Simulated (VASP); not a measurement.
These are TPSS meta-GGA, VASP's PBE PAW potentials (set 64) (plane waves; VASP 6.6.1) values and carry that method's errors.

VASP ran on this input.

### POSCAR
```
CdS
4.1986340
  0.0000000000   0.7071068492   0.7071068492
  0.7071068492   0.0000000000   0.7071068492
  0.7071068492   0.7071068492   0.0000000000
Cd S
1 1
direct
  0.0000000000   0.0000000000   0.0000000000
  0.2500000000   0.2500000000   0.2500000000
```

**KPOINTS**
```
Automatic mesh
0
Gamma
9 9 9
0 0 0
```

KPOINTS_OPT:
```
k-points along high-symmetry lines
10
Line-mode
Reciprocal
  0.000000   0.000000   0.000000 ! GAMMA
 -0.500000  -0.500000   0.000000 ! X

 -0.500000  -0.500000   0.000000 ! X
 -0.375000  -0.375000   0.250000 ! U

 -0.375000  -0.000000   0.375000 ! K
  0.000000   0.000000   0.000000 ! GAMMA

  0.000000   0.000000   0.000000 ! GAMMA
  0.000000   0.000000   0.500000 ! L

  0.000000   0.000000   0.500000 ! L
 -0.500000  -0.250000   0.250000 ! W

 -0.500000  -0.250000   0.250000 ! W
 -0.500000  -0.500000   0.000000 ! X
```

**INCAR**
```
! general
SYSTEM   =  CdS
PREC     =  Accurate
ENCUT    =  520   ! plane-wave cut-off (eV)
LREAL    =  .FALSE.   ! projection in real space or not
LASPH    =  .TRUE.

! electronic loop
EDIFF    =  1E-7
NELM     =  100   ! most electronic steps
ALGO     =  Normal   ! blocked Davidson
LMAXMIX  =  4   ! l cut-off of mixed one-centre charges
LMIXTAU  =  .TRUE.

! smearing
ISMEAR   =  -5

! functional
METAGGA  =  TPSS

! ions
ISIF     =  2   ! forces and stress, cell fixed

! output
LWAVE    =  .FALSE.
LCHARG   =  .FALSE.
LORBIT   =  11   ! lm-projected
NEDOS    =  601
```

POTCAR, in this order: Cd S (PBE.64 set). Program: vasp_std.

The resulting files:

OSZICAR:
```
       N       E                     dE             d eps       ncg     rms          rms(c)
DAV:   1     0.222912340237E+03    0.22291E+03   -0.40751E+04   910   0.126E+05
DAV:   2    -0.134788948643E+00   -0.22305E+03   -0.21086E+03  1295   0.398E+02
DAV:   3    -0.289627531833E+02   -0.28828E+02   -0.28350E+02  1451   0.138E+02
DAV:   4    -0.756861858565E+02   -0.46723E+02   -0.60072E+02  1161   0.314E+01
DAV:   5    -0.550197785557E+02    0.20666E+02   -0.39527E+02  1316   0.163E+01    0.280E+01
DAV:   6    -0.193584134247E+02    0.35661E+02   -0.12384E+02  1048   0.456E+01    0.942E+00
DAV:   7    -0.195099801772E+02   -0.15157E+00   -0.14168E+00  1025   0.679E+00    0.574E+00
DAV:   8    -0.191783147862E+02    0.33167E+00   -0.44434E-01   960   0.733E+00    0.146E+00
DAV:   9    -0.195090610742E+02   -0.33075E+00   -0.20615E-01   925   0.552E+00    0.830E-01
DAV:  10    -0.194466072068E+02    0.62454E-01   -0.22740E+02   910   0.827E+03    0.174E-01
DAV:  11    -0.195116909822E+02   -0.65084E-01   -0.17730E-01   915   0.605E+00    0.187E-01
DAV:  12    -0.195076276085E+02    0.40634E-02   -0.19377E-03  1125   0.493E-01    0.149E-01
DAV:  13    -0.195051729998E+02    0.24546E-02   -0.71609E-03   925   0.102E+00    0.284E-01
DAV:  14    -0.195141970817E+02   -0.90241E-02   -0.35377E-03   930   0.730E-01    0.285E-02
DAV:  15    -0.195141638405E+02    0.33241E-04   -0.10783E-04  1055   0.115E-01    0.301E-02
DAV:  16    -0.195142794045E+02   -0.11556E-03   -0.33506E-04   920   0.146E-01    0.308E-02
DAV:  17    -0.195143122485E+02   -0.32844E-04   -0.22523E-05  1100   0.510E-02    0.266E-02
DAV:  18    -0.195143117773E+02    0.47122E-06   -0.12774E-05   925   0.408E-02    0.823E-03
DAV:  19    -0.195143128230E+02   -0.10457E-05   -0.28218E-06   925   0.173E-02    0.390E-03
DAV:  20    -0.195143144982E+02   -0.16752E-05   -0.97303E-07   925   0.109E-02    0.671E-04
DAV:  21    -0.195143151094E+02   -0.61112E-06   -0.14515E-07   896   0.439E-03    0.885E-04
DAV:  22    -0.195143151324E+02   -0.23017E-07   -0.48223E-08   650   0.295E-03
   1 F= -.19514315E+02 E0= -.19514315E+02  d E =0.000000E+00
       N       E                     dE             ncg
       N       E                     dE             ncg
```

### OUTCAR
```
------------------------ aborting loop because EDIFF is reached ----------------------------------------
  FORCE on cell =-STRESS in cart. coord.  units (eV):
  Direction    XX          YY          ZZ          XY          YZ          ZX
  --------------------------------------------------------------------------------------
  Total       -0.0006023     -0.0006023     -0.0006023      0.0000000      0.0000000     -0.0000000
  in kB       -0.0184394     -0.0184394     -0.0184394      0.0000000      0.0000000     -0.0000000
  external PRESSURE =      -0.0184394 kB  Pullay stress =       0.0000000 kB
  volume of cell :       52.34
      direct lattice vectors                 reciprocal lattice vectors
     0.000000000  2.968882859  2.968882859    -0.168413516  0.168413516  0.168413516
     2.968882859  0.000000000  2.968882859     0.168413516 -0.168413516  0.168413516
     2.968882859  2.968882859  0.000000000     0.168413516  0.168413516 -0.168413516
  FREE ENERGIE OF THE ION-ELECTRON SYSTEM (eV)
  ---------------------------------------------------
  free  energy   TOTEN  =       -19.5143151324 eV

  energy  without entropy=      -19.5143151324  energy(sigma->0) =      -19.51431513

 total charge

# of ion       s       p       d       tot
------------------------------------------
    1        0.403   0.290   9.549  10.241
    2        1.314   2.398   0.000   3.712
--------------------------------------------------
tot          1.716   2.688   9.549  13.953
```
(Selected blocks of OUTCAR.)

The compound is CdS in the zinc blende structure, a metastable form; wurtzite is the usual one. It was relaxed first, which changed the volume by +6 %.
